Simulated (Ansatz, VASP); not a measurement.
# NaI: VASP beside Ansatz, part 2 of 3

Wanted: the spread between two codes on one cell, functional and k mesh. The cell is taken from a series of runs on this material, whose earlier steps may have relaxed, scaled, displaced or heated it; both programs get it as it stands.

VASP 6.6.1 and Ansatz 0.2.0.

So far: Set-up; Ansatz: zone-centre phonons, PBE, pair 1.

### 3. VASP: zone-centre phonons, PBE, pair 1

Level of this step: PBE; plane waves and PAW (Na_pv, I) (VASP).

The same cell, functional and mesh now go to VASP, with its own data sets.

Lines of VASP's logs that name or quote its potential files are left out, and so is its time.

INCAR reads:

```
SYSTEM = NaI
PREC = Accurate
ENCUT = 500
EDIFF = 1E-08
NELM = 120
ISMEAR = 0
SIGMA = 0.01
LREAL = .FALSE.
ALGO = Normal
GGA = PE
NBANDS = 13
LORBIT = 11
LWAVE = .FALSE.
LCHARG = .FALSE.
ISIF = 2
IBRION = 8
LEPSILON = .TRUE.
LASPH = .TRUE.
GGA_COMPAT = .FALSE.
EFERMI = MIDGAP
KPAR = 2
```

POSCAR reads:

```
NaI
1.0
    0.0000000000      3.2640968181      3.2640968181
    3.2640968181      0.0000000000      3.2640968181
    3.2640968181      3.2640968181      0.0000000000
Na I
1 1
Direct
    0.0000000000      0.0000000000      0.0000000000
    0.5000000000      0.5000000000      0.5000000000
```

KPOINTS reads:

```
Automatic mesh
0
Gamma
8 8 8
0 0 0
```

The projector-augmented-wave data sets are Na_pv and I (PBE family, release 64).

Started as:

```bash
$ mpirun -np 2 vasp_std
```

Numbers of over 12 decimals in the logs are rounded to 6 here.

The log of the run:

```text
[banner, memory and clock lines left out]
running    2 mpi-ranks, on    1 nodes
 distrk:  each k-point on    1 cores,    2 groups
 distr:  one band on    1 cores,    1 groups

 POSCAR found type information on POSCAR NaI
 POSCAR found :  2 types and       2 ions
 LDA part: xc-table for (Slater+PW92), standard interpolation
 POSCAR, INCAR and KPOINTS ok, starting setup
 FFT: planning ... GRIDC
 FFT: planning ... GRID_SOFT
 FFT: planning ... GRID
 WAVECAR not read
 entering main loop
       N       E                     dE             d eps       ncg     rms          rms(c)
DAV:   1     0.799074116917E+02    0.79907E+02   -0.64666E+03   754   0.929E+02
DAV:   2     0.128864410749E+01   -0.78619E+02   -0.73505E+02   797   0.221E+02
DAV:   3    -0.528863603245E+01   -0.65773E+01   -0.65391E+01   979   0.633E+01
DAV:   4    -0.545426624867E+01   -0.16563E+00   -0.16557E+00   871   0.103E+01
DAV:   5    -0.545896856142E+01   -0.47023E-02   -0.47022E-02   991   0.177E+00    0.160E+00
DAV:   6    -0.539454429742E+01    0.64424E-01   -0.79205E-02   879   0.169E+00    0.109E+00
DAV:   7    -0.538532738488E+01    0.92169E-02   -0.69650E-02   889   0.142E+00    0.608E-01
DAV:   8    -0.538752927320E+01   -0.22019E-02   -0.56564E-03   844   0.625E-01    0.176E-01
DAV:   9    -0.538749018458E+01    0.39089E-04   -0.19344E-04   879   0.129E-01    0.431E-02
DAV:  10    -0.538750501127E+01   -0.14827E-04   -0.41205E-05   924   0.669E-02    0.994E-03
DAV:  11    -0.538750560848E+01   -0.59720E-06   -0.47953E-06   879   0.222E-02    0.194E-03
DAV:  12    -0.538750592561E+01   -0.31713E-06   -0.57954E-07   849   0.517E-03    0.117E-03
DAV:  13    -0.538750595866E+01   -0.33050E-07   -0.11728E-08   956   0.113E-03    0.506E-04
DAV:  14    -0.538750596834E+01   -0.96829E-08   -0.13821E-08   804   0.794E-04
   1 F= -.53875060E+01 E0= -.53875060E+01  d E =0.000000E+00
 Linear response reoptimize wavefunctions to high precision
DAV:   1    -0.538750597873E+01   -0.10386E-07   -0.95195E-10   662   0.176E-04
DAV:   2    -0.538750597874E+01   -0.14552E-10   -0.63934E-11   492   0.724E-05
 Linear response G [H, r] |phi>, progress :
  Direction:   1
       N       E                     dE             d eps       ncg     rms
RMM:   1    -0.552643533800E+02   -0.55264E+02   -0.20027E+02  1304   0.108E+02
RMM:   2    -0.527627248522E+02    0.25016E+01   -0.78288E+00  1469   0.204E+01
RMM:   3    -0.529154433532E+02   -0.15272E+00   -0.84566E-01  1543   0.670E+00
RMM:   4    -0.529200458542E+02   -0.46025E-02   -0.38137E-02  1483   0.205E+00
RMM:   5    -0.529229495603E+02   -0.29037E-02   -0.89603E-03  1534   0.605E-01
RMM:   6    -0.529230454978E+02   -0.95937E-04   -0.15163E-03  1570   0.236E-01
RMM:   7    -0.529230932694E+02   -0.47772E-04   -0.55626E-04  1599   0.105E-01
RMM:   8    -0.529230968538E+02   -0.35845E-05   -0.23584E-05  1552   0.179E-02
RMM:   9    -0.529230968400E+02    0.13829E-07    0.89658E-06  1516   0.715E-03
RMM:  10    -0.529230967738E+02    0.66192E-07   -0.41402E-05  1432   0.233E-03
RMM:  11    -0.529230968180E+02   -0.44226E-07    0.37143E-05  1306   0.117E-03
RMM:  12    -0.529230968786E+02   -0.60588E-07   -0.52955E-05  1174   0.875E-04
RMM:  13    -0.529230967081E+02    0.17055E-06    0.55151E-05  1068   0.805E-04
RMM:  14    -0.529230969035E+02   -0.19542E-06   -0.60238E-05  1043   0.771E-04
RMM:  15    -0.529230967620E+02    0.14151E-06    0.60966E-05  1039   0.766E-04
RMM:  16    -0.529230968343E+02   -0.72343E-07   -0.34228E-05  1030   0.768E-04
 Linear response G [H, r] |phi>, progress :
  Direction:   2
       N       E                     dE             d eps       ncg     rms
RMM:   1    -0.575281769492E+02   -0.57528E+02   -0.22671E+02  1296   0.111E+02
RMM:   2    -0.531657451573E+02    0.43624E+01   -0.10542E+01  1461   0.211E+01
RMM:   3    -0.533024146350E+02   -0.13667E+00   -0.86976E-01  1556   0.668E+00
RMM:   4    -0.533068728093E+02   -0.44582E-02   -0.43060E-02  1490   0.184E+00
RMM:   5    -0.533084311310E+02   -0.15583E-02   -0.60435E-03  1538   0.530E-01
RMM:   6    -0.533085084356E+02   -0.77305E-04   -0.10459E-03  1565   0.180E-01
RMM:   7    -0.533085254174E+02   -0.16982E-04   -0.27110E-04  1568   0.786E-02
RMM:   8    -0.533085288937E+02   -0.34763E-05   -0.32870E-05  1546   0.230E-02
RMM:   9    -0.533085284772E+02    0.41643E-06    0.12412E-05  1541   0.984E-03
RMM:  10    -0.533085287789E+02   -0.30166E-06   -0.20816E-05  1456   0.234E-03
RMM:  11    -0.533085287598E+02    0.19108E-07   -0.15927E-05  1315   0.995E-04
RMM:  12    -0.533085287648E+02   -0.50342E-08   -0.16795E-05  1167   0.765E-04
RMM:  13    -0.533085288493E+02   -0.84475E-07   -0.11050E-05  1071   0.676E-04
RMM:  14    -0.533085287762E+02    0.73100E-07   -0.15653E-05  1030   0.654E-04
RMM:  15    -0.533085287521E+02    0.24108E-07   -0.68907E-06  1014   0.655E-04
RMM:  16    -0.533085290658E+02   -0.31372E-06   -0.18210E-05  1011   0.656E-04
 Linear response G [H, r] |phi>, progress :
  Direction:   3
[...]
Linear response to external field (no local field effect), progress :
  Direction:   2
       N       E                     dE             d eps       ncg     rms          rms(c)
RMM:   1    -0.557575593511E+00   -0.55758E+00   -0.12380E+00  1380   0.426E+00
RMM:   2    -0.581546943930E+00   -0.23971E-01   -0.14441E-02  1575   0.640E-01
[...]
dielectric tensor                  component  1 :     3.327     0.534     0.164
 Linear response to external field, progress :
  Direction:   2
       N       E                     dE             d eps       ncg     rms          rms(c)
RMM:   1    -0.494052604229E+00   -0.49405E+00   -0.10546E+00  2752   0.402E+00
RMM:   2    -0.514909778880E+00   -0.20857E-01   -0.13898E-02  3144   0.636E-01    0.160E+00
RMM:   3    -0.468124804423E+00    0.46785E-01   -0.50281E-02  2650   0.872E-01    0.842E-01
RMM:   4    -0.494162527597E+00   -0.26038E-01   -0.54982E-02  2602   0.941E-01    0.165E-01
RMM:   5    -0.517903223514E+00   -0.23741E-01   -0.15373E-03  2786   0.273E-01    0.385E-02
RMM:   6    -0.518717423255E+00   -0.81420E-03   -0.18644E-04  2943   0.689E-02    0.412E-02
RMM:   7    -0.519831349558E+00   -0.11139E-02   -0.28260E-05  2587   0.348E-02    0.143E-02
RMM:   8    -0.519899093860E+00   -0.67744E-04   -0.27033E-06  2827   0.124E-02    0.326E-03
RMM:   9    -0.519906872550E+00   -0.77787E-05   -0.36143E-07  3145   0.477E-03    0.158E-03
RMM:  10    -0.519897293183E+00    0.95794E-05   -0.17187E-07  3035   0.200E-03    0.736E-04
RMM:  11    -0.519891225717E+00    0.60675E-05   -0.28277E-07  3206   0.843E-04    0.216E-04
RMM:  12    -0.519887805832E+00    0.34199E-05    0.72548E-08  2586   0.302E-04    0.774E-05
RMM:  13    -0.519889377557E+00   -0.15717E-05   -0.61780E-08  1959   0.112E-04    0.235E-05
RMM:  14    -0.519889184730E+00    0.19283E-06   -0.19961E-10   954   0.504E-05    0.113E-05
RMM:  15    -0.519889004185E+00    0.18054E-06    0.55397E-09   784   0.397E-05    0.445E-06
 change of polarisation eV/A/(eV/A) component  2 :     0.165     0.894    -0.036
 dielectric tensor                  component  2 :     0.430     3.327    -0.093
 Linear response to external field, progress :
  Direction:   3
       N       E                     dE             d eps       ncg     rms          rms(c)
RMM:   1    -0.494064992017E+00   -0.49406E+00   -0.10548E+00  2751   0.402E+00
RMM:   2    -0.514904248888E+00   -0.20839E-01   -0.13923E-02  3143   0.637E-01    0.160E+00
RMM:   3    -0.468121671089E+00    0.46783E-01   -0.50284E-02  2650   0.872E-01    0.842E-01
RMM:   4    -0.494158760917E+00   -0.26037E-01   -0.54942E-02  2602   0.941E-01    0.165E-01
RMM:   5    -0.517889321461E+00   -0.23731E-01   -0.15362E-03  2789   0.273E-01    0.385E-02
RMM:   6    -0.518719945675E+00   -0.83062E-03   -0.18657E-04  2944   0.690E-02    0.412E-02
RMM:   7    -0.519831551943E+00   -0.11116E-02   -0.28252E-05  2587   0.349E-02    0.143E-02
RMM:   8    -0.519899235676E+00   -0.67684E-04   -0.27178E-06  2821   0.124E-02    0.326E-03
RMM:   9    -0.519906851906E+00   -0.76162E-05   -0.35971E-07  3141   0.477E-03    0.157E-03
RMM:  10    -0.519897300759E+00    0.95511E-05   -0.20931E-07  3035   0.200E-03    0.738E-04
RMM:  11    -0.519891252529E+00    0.60482E-05   -0.40243E-07  3190   0.845E-04    0.218E-04
RMM:  12    -0.519887824576E+00    0.34280E-05    0.50753E-08  2600   0.304E-04    0.759E-05
RMM:  13    -0.519889373472E+00   -0.15489E-05   -0.84291E-09  1931   0.113E-04    0.235E-05
RMM:  14    -0.519889178220E+00    0.19525E-06    0.15212E-09   954   0.505E-05    0.113E-05
RMM:  15    -0.519889001785E+00    0.17644E-06    0.41975E-11   795   0.399E-05    0.440E-06
 change of polarisation eV/A/(eV/A) component  3 :     0.014     0.098     0.894
 dielectric tensor                  component  3 :     0.036     0.256     3.327
 Linear response DOF=           2
 Linear response progress:
  Degree of freedom:   1/  2
       N       E                     dE             d eps       ncg     rms          rms(c)
RMM:   1    -0.158275605320E+00   -0.15828E+00   -0.38648E-01  1689   0.532E+00
RMM:   2    -0.161960960780E+00   -0.36854E-02   -0.22445E-02  2431   0.102E+00    0.225E-02
RMM:   3    -0.162099104414E+00   -0.13814E-03   -0.76592E-04  2812   0.192E-01    0.974E-03
RMM:   4    -0.162137530470E+00   -0.38426E-04   -0.69701E-05  2924   0.556E-02    0.304E-03
RMM:   5    -0.162152341443E+00   -0.14811E-04   -0.26661E-06  2972   0.125E-02    0.104E-03
RMM:   6    -0.162154372519E+00   -0.20311E-05   -0.26638E-07  3034   0.366E-03    0.309E-04
RMM:   7    -0.162154514391E+00   -0.14187E-06   -0.41082E-08  3124   0.135E-03    0.168E-04
RMM:   8    -0.162154107829E+00    0.40656E-06   -0.12024E-08  2963   0.565E-04    0.533E-05
RMM:   9    -0.162154138960E+00   -0.31131E-07    0.20380E-09  3442   0.238E-04    0.478E-05
RMM:  10    -0.162154066910E+00    0.72050E-07   -0.64862E-09  3174   0.126E-04    0.208E-05
RMM:  11    -0.162154044758E+00    0.22152E-07   -0.10056E-10  3365   0.716E-05    0.100E-05
RMM:  12    -0.162154040793E+00    0.39655E-08    0.11844E-09  3259   0.435E-05    0.211E-06
 first order change of Fermi-energy  -0.25683E-04
 force on displaced ion       1 direction 1 :  -0.742   0.000   0.000
 Born effective charge ion    1 direction 1 :   1.208   0.000   0.000
 Linear response progress:
  Degree of freedom:   2/  2
       N       E                     dE             d eps       ncg     rms          rms(c)
RMM:   1    -0.824649282923E-01   -0.82465E-01    0.74057E-02  3163   0.105E+00
RMM:   2    -0.832332261450E-01   -0.76830E-03   -0.10272E-03  3132   0.236E-01    0.416E-02
RMM:   3    -0.836086187991E-01   -0.37539E-03   -0.16525E-04  2950   0.735E-02    0.220E-02
RMM:   4    -0.840498703669E-01   -0.44125E-03   -0.62146E-05  2877   0.508E-02    0.855E-03
RMM:   5    -0.841112584837E-01   -0.61388E-04   -0.28780E-06  2959   0.112E-02    0.498E-03
RMM:   6    -0.841016564582E-01    0.96020E-05   -0.24856E-07  2676   0.326E-03    0.422E-04
RMM:   7    -0.841120667632E-01   -0.10410E-04   -0.44810E-08  2923   0.142E-03    0.217E-04
RMM:   8    -0.841094776840E-01    0.25891E-05    0.15930E-09  3030   0.385E-04    0.775E-05
RMM:   9    -0.841077597639E-01    0.17179E-05   -0.13995E-08  2757   0.180E-04    0.715E-05
RMM:  10    -0.841079397823E-01   -0.18002E-06   -0.15680E-07  3205   0.642E-05    0.240E-05
RMM:  11    -0.841080588983E-01   -0.11912E-06   -0.97677E-08  3235   0.288E-05    0.104E-05
RMM:  12    -0.841080095177E-01    0.49381E-07    0.15796E-08  2937   0.142E-05    0.262E-06
RMM:  13    -0.841080048416E-01    0.46761E-08    0.33911E-09  2552   0.505E-06    0.195E-06
 first order change of Fermi-energy   0.70776E-03
 force on displaced ion       2 direction 1 :  -0.770   0.000   0.000
 Born effective charge ion    2 direction 1 :  -1.208   0.000   0.000
 Born effective charges drift removed
 Linear response finished
```

Parts of OUTCAR (step 3):

```text
ion  position               nearest neighbor table
   1  0.000  0.000  0.000-
   2  0.500  0.500  0.500-

  LATTYP: Found a face centered cubic cell.
 ALAT       =     6.5281936362

 Subroutine GETGRP returns: Found 48 space group operations
 (whereof 48 operations were pure point group operations)

The static configuration has the point symmetry O_h .

 Found     29 irreducible k-points:

   k-points           NKPTS =     29   k-points in BZ     NKDIM =     29   number of bands    NBANDS=     13

   dimension x,y,z NGX =    36 NGY =   36 NGZ =   36
   dimension x,y,z NGXF=    72 NGYF=   72 NGZF=   72

   ENCUT  =  500.0 eV  36.75 Ry    6.06 a.u.   8.42  8.42  8.42*2*pi/ulx,y,z

   NELECT =      14.0000    total number of electrons

 k-points in reciprocal lattice and weights: Automatic mesh
   0.00000000  0.00000000  0.00000000       0.002
   0.12500000  0.00000000  0.00000000       0.016
   0.25000000  0.00000000  0.00000000       0.016
   0.37500000  0.00000000  0.00000000       0.016
   0.50000000  0.00000000  0.00000000       0.008
   0.12500000  0.12500000  0.00000000       0.012
   0.25000000  0.12500000  0.00000000       0.047
   0.37500000  0.12500000  0.00000000       0.047
   0.50000000  0.12500000  0.00000000       0.047
[...]
-0.37500000  0.50000000  0.12500000       0.023
  -0.25000000  0.50000000  0.25000000       0.012

 average (electrostatic) potential at core
       1 -47.6533       2 -93.4031

  Total        0.0046250      0.0046250      0.0046250      0.0000000      0.0000000      0.0000000
  in kB        0.1065384      0.1065384      0.1065384      0.0000000      0.0000000      0.0000000
  external PRESSURE =       0.1065384 kB  Pullay stress =       0.0000000 kB

  energy-cutoff  :      500.00
  volume of cell :       69.55
      direct lattice vectors                 reciprocal lattice vectors
     0.000000000  3.264096818  3.264096818    -0.153181731  0.153181731  0.153181731
     3.264096818  0.000000000  3.264096818     0.153181731 -0.153181731  0.153181731
     3.264096818  3.264096818  0.000000000     0.153181731  0.153181731 -0.153181731

 POSITION                                       TOTAL-FORCE (eV/Angst)
 -----------------------------------------------------------------------------------
      0.00000      0.00000      0.00000        -0.000000      0.000000      0.000000
      3.26410      3.26410      3.26410         0.000000     -0.000000     -0.000000
 -----------------------------------------------------------------------------------
    total drift:                                0.000000      0.000000      0.000000

 MACROSCOPIC STATIC DIELECTRIC TENSOR (including local field effects in DFT)
 ------------------------------------------------------
           3.326942     0.000000     0.000000
          -0.000000     3.326942     0.000000
          -0.000000    -0.000000     3.326942
 ------------------------------------------------------

 PIEZOELECTRIC TENSOR (including local field effects)  for field in x, y, z        (C/m^2)
          XX          YY          ZZ          XY          YZ          ZX
  --------------------------------------------------------------------------------
  x     0.00000     0.00000     0.00000     0.00000     0.00000     0.00000
  y     0.00000     0.00000     0.00000     0.00000     0.00000     0.00000
  z     0.00000     0.00000     0.00000     0.00000     0.00000     0.00000

 BORN EFFECTIVE CHARGES (including local field effects) (in |e|, cummulative output)
 ---------------------------------------------------------------------------------
 ion    1
    1     1.20779     0.00000     0.00000
    2     0.00000     1.20779     0.00000
    3     0.00000     0.00000     1.20779
 ion    2
    1    -1.20779     0.00000     0.00000
    2     0.00000    -1.20779     0.00000
    3     0.00000     0.00000    -1.20779

 Eigenvectors and eigenvalues of the dynamical matrix
 ----------------------------------------------------

   1 f  =    3.061066 THz    19.233245 2PiTHz  102.106174 cm-1    12.659546 meV
             X         Y         Z           dx          dy          dz
      0.000000  0.000000  0.000000     0.000000    0.917401    0.000000
      3.264097  3.264097  3.264097     0.000000   -0.397965    0.000000

   2 f  =    3.061066 THz    19.233245 2PiTHz  102.106174 cm-1    12.659546 meV
             X         Y         Z           dx          dy          dz
      0.000000  0.000000  0.000000     0.917401    0.000000    0.000000
      3.264097  3.264097  3.264097    -0.397965    0.000000    0.000000

   3 f  =    3.061066 THz    19.233245 2PiTHz  102.106174 cm-1    12.659546 meV
             X         Y         Z           dx          dy          dz
      0.000000  0.000000  0.000000     0.000000    0.000000    0.917401
      3.264097  3.264097  3.264097     0.000000    0.000000   -0.397965

   4 f/i=    0.021102 THz     0.132585 2PiTHz    0.703873 cm-1     0.087269 meV
             X         Y         Z           dx          dy          dz
      0.000000  0.000000  0.000000     0.000000   -0.397965    0.000000
      3.264097  3.264097  3.264097     0.000000   -0.917401    0.000000

   5 f/i=    0.021102 THz     0.132585 2PiTHz    0.703873 cm-1     0.087269 meV
             X         Y         Z           dx          dy          dz
      0.000000  0.000000  0.000000    -0.397965    0.000000    0.000000
      3.264097  3.264097  3.264097    -0.917401    0.000000    0.000000

   6 f/i=    0.021102 THz     0.132585 2PiTHz    0.703873 cm-1     0.087269 meV
             X         Y         Z           dx          dy          dz
      0.000000  0.000000  0.000000     0.000000    0.000000   -0.397965
      3.264097  3.264097  3.264097     0.000000    0.000000   -0.917401

 MACROSCOPIC STATIC DIELECTRIC TENSOR IONIC CONTRIBUTION
 ------------------------------------------------------
           5.018535     0.000000    -0.000000
           0.000000     5.018535     0.000000
          -0.000000     0.000000     5.018535
 ------------------------------------------------------

 ELASTIC MODULI CONTR FROM IONIC RELAXATION (kBar)
 Direction    XX          YY          ZZ          XY          YZ          ZX
 --------------------------------------------------------------------------------
 XX           0.0000      0.0000      0.0000      0.0000      0.0000      0.0000
 YY           0.0000      0.0000      0.0000      0.0000      0.0000      0.0000
 ZZ           0.0000      0.0000      0.0000      0.0000      0.0000      0.0000
 XY           0.0000      0.0000      0.0000      0.0000      0.0000      0.0000
 YZ           0.0000      0.0000      0.0000      0.0000      0.0000      0.0000
 ZX           0.0000      0.0000      0.0000      0.0000      0.0000      0.0000
 --------------------------------------------------------------------------------

 PIEZOELECTRIC TENSOR IONIC CONTR  for field in x, y, z        (C/m^2)
          XX          YY          ZZ          XY          YZ          ZX
  --------------------------------------------------------------------------------
  x     0.00000     0.00000     0.00000     0.00000     0.00000     0.00000
  y     0.00000     0.00000     0.00000     0.00000     0.00000     0.00000
  z     0.00000     0.00000     0.00000     0.00000     0.00000     0.00000
```

### 4. Comparison

Known differences besides the potentials themselves: fixed occupations in Ansatz, narrow Gaussian smearing in VASP; VASP's response is taken on the typed mesh, Ansatz refines its own for the field response alone; the data sets hold 26 valence electrons in Ansatz (on its default PAW (the set named soft_2) files) and 14 in VASP; the cutoff is 420 eV in Ansatz and 500 eV in VASP. Total energies have different zeros and are not compared.

Both answers:

| quantity | Ansatz | VASP | difference |
| --- | --- | --- | --- |
| ε∞ xx | 3.33 | 3.33 | +0.12 % |
| ε∞ yy | 3.33 | 3.33 | +0.12 % |
| ε∞ zz | 3.33 | 3.33 | +0.12 % |
| Born charge of Na1 (mean of the diagonal) (e) | 1.21 | 1.21 | 0.00 |
| Born charge of I2 (mean of the diagonal) (e) | -1.21 | -1.21 | 0.00 |
| optical mode 1 to 3 (cm⁻¹) | 103.3 | 102.1 | +1.18 % |

Modes are paired by rising frequency, not by their patterns, so a pair may set unlike modes beside each other; they are those without the splitting of longitudinal modes.

[end of part 2 of 3]

[Lines on the potential files, build, host, timing and source positions are cut from VASP's logs without a mark.]

[Logs are printed without paths, hosts, clocks, repeated set-up lines and the standing remarks that a program may print on its own settings, such as how far it seeks lower states.]

[Hosts, paths, dates, database ids (printed as entryN), source tags and the programs' standing remarks are cut or masked in the printed files.]
